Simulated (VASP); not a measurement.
# Cd (Cadmium): the relaxed cell at several levels of theory, part 2 of 2

Aim: relax Cd (Cadmium) at several levels of theory and compare the cells. The starting structure is a measured crystal structure from the Crystallography Open Database. The first relaxation on each setting starts from this cell expanded by 3 % in volume.

VASP 6.6.1.

Results so far: PBEsol 21.07 Å³ an atom; LDA 20.19 Å³ an atom; PBE 22.82 Å³ an atom; PBEsol + D3(BJ) 19.79 Å³ an atom.

## 6. Relaxation with r2SCAN

Level of this step: r2SCAN; plane waves and PAW (Cd) (VASP).

r2SCAN adds the kinetic-energy density, costs more than a GGA and is run with LASPH.

INCAR

```
SYSTEM = Cd
PREC = Accurate
ENCUT = 450
EDIFF = 1E-06
NELM = 100
ISMEAR = 1
SIGMA = 0.15
LREAL = .FALSE.
ALGO = Normal
METAGGA = R2SCAN
LASPH = .TRUE.
NBANDS = 18
LORBIT = 11
LWAVE = .FALSE.
LCHARG = .FALSE.
KPAR = 4
IBRION = 2
NSW = 50
ISIF = 3
EDIFFG = -0.006
```

POSCAR

```
Cd
1.0
    3.0083656806      0.0000000000      0.0000000000
   -1.5041828403      2.6053211033      0.0000000000
    0.0000000000      0.0000000000      5.6732739145
Cd
2
Direct
    0.6666666667      0.3333333333      0.7500000000
    0.3333333333      0.6666666667      0.2500000000
```

KPOINTS

```
Automatic mesh
0
Gamma
18 18 8
0 0 0
```

PAW data sets: Cd (PBE family, release 64).

Command:

```sh
mpirun -np 4 vasp_std
```

Output:

```text
[banner, memory and clock lines left out]
running    4 mpi-ranks, on    1 nodes
[...]
[... a notice as in an earlier step ...]

 LDA part: xc-table for (None), standard interpolation
 POSCAR, INCAR and KPOINTS ok, starting setup
[...]
entering main loop
       N       E                     dE             d eps       ncg     rms          rms(c)
DAV:   1     0.119185545652E+03    0.11919E+03   -0.12518E+04  6684   0.123E+03
DAV:   2    -0.435219428060E+02   -0.16271E+03   -0.15764E+03  6832   0.333E+02
DAV:   3    -0.473671120371E+02   -0.38452E+01   -0.38383E+01  7650   0.602E+01
DAV:   4    -0.473740803512E+02   -0.69683E-02   -0.69676E-02  7244   0.234E+00
[...]
DAV:  12    -0.401927008635E+02    0.83671E-05   -0.45119E-05  7524   0.806E-02    0.506E-03
DAV:  13    -0.401927026755E+02   -0.18120E-05   -0.58851E-06  7176   0.268E-02    0.732E-03
DAV:  14    -0.401927019003E+02    0.77522E-06   -0.11469E-06  3504   0.139E-02
   1 F= -.40192702E+02 E0= -.40192617E+02  d E =-.401927E+02
[... from here on, the cycles between the ionic steps are left out ...]
   2 F= -.40198038E+02 E0= -.40197977E+02  d E =-.533625E-02
   3 F= -.40198041E+02 E0= -.40197980E+02  d E =-.533900E-02
   4 F= -.40199552E+02 E0= -.40199477E+02  d E =-.151118E-02
   5 F= -.40199608E+02 E0= -.40199724E+02  d E =-.156697E-02
   6 F= -.40200550E+02 E0= -.40200544E+02  d E =-.250910E-02
   7 F= -.40200686E+02 E0= -.40200674E+02  d E =-.136178E-03
   8 F= -.40200816E+02 E0= -.40200806E+02  d E =-.265969E-03
   9 F= -.40200812E+02 E0= -.40200802E+02  d E =-.261599E-03
  10 F= -.40200813E+02 E0= -.40200804E+02  d E =-.263397E-03
  11 F= -.40200820E+02 E0= -.40200816E+02  d E =-.656430E-05
  12 F= -.40200823E+02 E0= -.40200827E+02  d E =-.995975E-05
[...]
reached required accuracy - stopping structural energy minimisation
```

Wall time 8.5 min (4 MPI ranks of AMD EPYC 9R45, shared host); peak memory 0.9 GiB.

OUTCAR, selected parts (step 6):

```text
  Total        0.0051398      0.0051398      0.0025288      0.0000000      0.0000000     -0.0000000
  in kB        0.1870528      0.1870528      0.0920313      0.0000000      0.0000000     -0.0000000
  external PRESSURE =       0.1553790 kB  Pullay stress =       0.0000000 kB

 POSITION                                       TOTAL-FORCE (eV/Angst)
 -----------------------------------------------------------------------------------
      1.48273      0.85606      4.33552         0.000000     -0.000000     -0.000000
     -0.00000      1.71211      1.44517        -0.000000      0.000000      0.000000
 -----------------------------------------------------------------------------------
    total drift:                                0.000000     -0.000000      0.000000

  FREE ENERGIE OF THE ION-ELECTRON SYSTEM (eV)
  ---------------------------------------------------
  free  energy   TOTEN  =       -40.2008233514 eV

  energy  without entropy=      -40.2008333683  energy(sigma->0) =      -40.20082669

[... 2 parts as in an earlier step ...]

[... 2 further parts left out ...]
[key lines of the parts left out:]
E-fermi :   2.8380
```

Logs of long relaxations may skip ionic steps without a mark.

With r2SCAN the relaxed cell holds 22.012 Å³ an atom, +1.98 % against the measured cell, with a = 2.965 Å and c = 5.781 Å. That is +4.49 % from PBEsol.

## 7. Relaxation with r2SCAN + rVV10

rVV10 adds a nonlocal correlation energy for dispersion. This run starts from the cell of an earlier relaxation, which isn't shown; the restart sets up the plane waves anew.

INCAR, as its differences from that of step 6:

```diff
@@ -10,2 +10,6 @@
 METAGGA = R2SCAN
+LUSE_VDW = .TRUE.
+IVDW_NL = 2
+BPARAM = 11.95
+CPARAM = 0.0093
 LASPH = .TRUE.
```

POSCAR

```
Cd
1.0
    2.9544463171      0.0000000000      0.0000000000
   -1.4772231585      2.5586255647      0.0000000000
    0.0000000000      0.0000000000      5.6909033443
Cd
2
Direct
    0.6666666667      0.3333333333      0.7500000000
    0.3333333333      0.6666666667      0.2500000000
```

KPOINTS is that of step 6.

Command:

```sh
mpirun -np 4 vasp_std
```

Output:

```text
[banner, memory and clock lines left out]
running    4 mpi-ranks, on    1 nodes
[...]
|                                                                             |
|               ----> ADVICE to this user running VASP <----                  |
|                                                                             |
|     You have switched on vdW-DFT.                                           |
|     This routine was written and supplied by Jiri Klimes. We recommend      |
|     that you carefully read and cite the following publications:            |
|       J. Klimes, D.R. Bowler, A. Michelides                                 |
|          J. Phys.: Cond Matt. 22 022201 (2010)                              |
|       J. Klimes, D.R. Bowler, A. Michelides                                 |
|          Phys. Rev. B. 83, 195131 (2011)                                    |
|     and references therein.                                                 |
|                                                                             |

[...]
DAV:   3    -0.394619892267E+02    0.10560E-04   -0.22192E-05  7072   0.516E-02    0.260E-02
Total rVV10 correction in eV:      0.7320077    29.4852575
Total rVV10 correction in eV:      0.7320077    29.4852575
Total rVV10 correction in eV:      0.7320077    29.4852575
Total rVV10 correction in eV:      0.7320077    29.4852575
DAV:   4    -0.394619827197E+02    0.65070E-05   -0.35344E-06  5844   0.154E-02    0.283E-03
Total rVV10 correction in eV:      0.7320075    29.4852575
Total rVV10 correction in eV:      0.7320075    29.4852575
Total rVV10 correction in eV:      0.7320075    29.4852575
Total rVV10 correction in eV:      0.7320075    29.4852575
DAV:   5    -0.394619829303E+02   -0.21058E-06   -0.20487E-07  3368   0.558E-03
Total rVV10 correction in eV:      0.7320085    29.4852575
Total rVV10 correction in eV:      0.7320085    29.4852575
Total rVV10 correction in eV:      0.7320085    29.4852575
Total rVV10 correction in eV:      0.7320085    29.4852575
Total rVV10 correction in eV:      0.7320085    29.4852575
Total rVV10 correction in eV:      0.7320085    29.4852575
Total rVV10 correction in eV:      0.7320085    29.4852575
Total rVV10 correction in eV:      0.7320085    29.4852575
   3 F= -.39461983E+02 E0= -.39461935E+02  d E =-.215274E-04
[...]
reached required accuracy - stopping structural energy minimisation
```

Wall time 2.5 min (4 MPI ranks); peak memory 1.1 GiB; 9.2 min of CPU time.

From OUTCAR (step 7):

```text
  Total        0.0021349      0.0021349      0.0084454      0.0000000      0.0000000     -0.0000000
  in kB        0.0796220      0.0796220      0.3149668      0.0000000      0.0000000     -0.0000000
  external PRESSURE =       0.1580703 kB  Pullay stress =       0.0000000 kB

 POSITION                                       TOTAL-FORCE (eV/Angst)
 -----------------------------------------------------------------------------------
      1.47635      0.85237      4.26732         0.000000      0.000000      0.000000
     -0.00000      1.70475      1.42244        -0.000000     -0.000000      0.000000
 -----------------------------------------------------------------------------------
    total drift:                               -0.000000      0.000000      0.000000

  FREE ENERGIE OF THE ION-ELECTRON SYSTEM (eV)
  ---------------------------------------------------
  free  energy   TOTEN  =       -39.4619829303 eV

  energy  without entropy=      -39.4618379646  energy(sigma->0) =      -39.46193461

[... 2 parts as in an earlier step ...]

[... 2 further parts left out ...]
[key lines of the parts left out:]
E-fermi :   3.0242
```

With r2SCAN + rVV10 the relaxed cell holds 21.480 Å³ an atom, -0.49 % against the measured cell, with a = 2.953 Å and c = 5.690 Å. That is +1.97 % from PBEsol.

## 8. Comparison

| level | volume (Å³/atom) | against the measured cell (%) | a (Å) | c (Å) | pressure left (GPa) | core minutes |
| --- | --- | --- | --- | --- | --- | --- |
| PBEsol | 21.066 | -2.41 | 2.9469 | 5.6019 | 0.0 | 5.28 |
| LDA | 20.193 | -6.45 | 2.9035 | 5.5316 | 0.02 | 4.87 |
| PBE | 22.821 | 5.73 | 3.0356 | 5.7196 | -0.01 | 5.0 |
| PBEsol + D3(BJ) | 19.789 | -8.32 | 2.9334 | 5.3109 | 0.01 | 7.87 |
| r2SCAN | 22.012 | 1.98 | 2.9655 | 5.7807 | 0.02 | 33.8 |
| r2SCAN + rVV10 | 21.48 | -0.49 | 2.9527 | 5.6898 | 0.02 | 50.3 |

Core minutes are wall time times ranks, summed over the relaxations behind a row (those for a bulk modulus apart), on shared hosts.

## 9. What came out

```json
{
  "volume, PBEsol": "21.07 Å³/atom",
  "volume, LDA": "20.19 Å³/atom",
  "volume, PBE": "22.82 Å³/atom",
  "volume, PBEsol + D3(BJ)": "19.79 Å³/atom",
  "volume, r2SCAN": "22.01 Å³/atom",
  "volume, r2SCAN + rVV10": "21.48 Å³/atom"
}
```

In words: Across 6 levels the volume of Cd (Cadmium) spans 15.3 %, from 19.79 Å³ an atom (PBEsol + D3(BJ)) to 22.82 Å³ (PBE). Against the measured volume of the starting structure, r2SCAN + rVV10 comes nearest (-0.5 %) and PBEsol + D3(BJ) lies farthest (-8.3 %). The measured cell holds zero-point expansion and, unless it was taken cold, thermal expansion, which the runs lack, so small differences decide nothing. Adding D3(BJ) to PBEsol changes the volume by -6.1 %. Adding rVV10 to r2SCAN changes the volume by -2.4 %. LASPH is on in some of these runs and off in others, which adds a little to the differences. All runs keep the symmetry of the start, so they can't find a distortion of lower symmetry. Further runs on this material are not shown.

[Lines on the potential files, build, host, timing and source positions are cut from VASP's logs without a mark.]

[Logs are printed without paths, hosts, clocks, repeated set-up lines and the standing remarks that a program may print on its own settings, such as how far it seeks lower states.]

[Hosts, paths, dates, database ids (printed as entryN), source tags and the programs' standing remarks are cut or masked in the printed files.]
